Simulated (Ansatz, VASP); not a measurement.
One calculation of Si, two programs

```
Si
1.0
     0.00000    2.71547    2.71547
     2.71547    0.00000    2.71547
     2.71547    2.71547    0.00000
Si
2
Direct
  0.50000 0.50000 0.50000
  0.75000 0.75000 0.75000
```

Alike in both runs: task single point; functional PBE; k mesh 10 × 10 × 10; occupations gaussian, width 0.05 eV; no spin polarisation.

```csv
,VASP,Ansatz
version,VASP 6.6.1,Ansatz 0.2.0
potentials or method,"VASP PAW PBE potentials, release 64 (Si)","scalar-relativistic, plane waves, PAW"
plane-wave cutoff (eV),520,420
valence electrons in the cell,8,8
```

```tsv
	VASP	Ansatz	Ansatz less VASP
gap on the k mesh at the Fermi level (eV)	0.58	0.58	-0.003
least direct gap on the mesh (eV)	2.57	2.56	-0.005
pressure (GPa)	1.9	2.0	+0.08
```

A k mesh can miss the band edges. As with any semilocal functional, this PBE gap is likely too small.
